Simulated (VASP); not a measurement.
Crystal: HfMg3.

```
Hf Mg
1.0
    -2.22635    2.22635    4.48462
     2.22635   -2.22635    4.48462
     2.22635    2.22635   -4.48462
Hf Mg
1 3
Direct
  0.00000 0.00000 0.00000
  0.75000 0.25000 0.50000
  0.25000 0.75000 0.50000
  0.50000 0.50000 0.00000
```

The cell comes from a database or a generator and needn't be the stable form of this composition.

```yaml
Program: VASP 6.6.1
Task: single point
Functional: PBE
Potentials_or_basis: VASP PAW PBE potentials, release 64 (Hf_pv, Mg)
Cutoff: 520 eV
k_mesh: 8 × 8 × 8
Occupations: fermi-dirac, width 0.05 eV
Spin: no spin polarisation
```

On this cell: pressure -0.2 GPa; largest force under 0.003 eV/Å; band gap on the k mesh none (metal or under the smearing width).

The same run follows on a disturbed copy (atoms moved at random, drawn with an rms of 0.05 Å):

```
CELL_PARAMETERS angstrom
-2.22635 2.22635 4.48462
2.22635 -2.22635 4.48462
2.22635 2.22635 -4.48462
ATOMIC_POSITIONS crystal
Hf 0.01248 0.01023 0.01838
Mg 0.76546 0.25149 0.52107
Mg 0.25095 0.76518 0.50919
Mg 0.49944 0.49035 0.99218
```

What does the disturbed cell give?

The energy (extrapolated to zero smearing) moves by +7.4 meV/atom; pressure 0.0 GPa; largest force 0.362 eV/Å; band gap on the k mesh none (metal or under the smearing width).

Forces on the atoms (eV/Å):
```
Hf  -0.199 -0.151 -0.057
Mg   0.030 -0.223  0.111
Mg  -0.150  0.211 -0.108
Mg   0.319  0.163  0.054
```

Stress tensor (GPa, compression positive):
```
 0.43  0.04 -0.09
 0.04  0.69 -0.28
-0.09 -0.28 -1.17
```
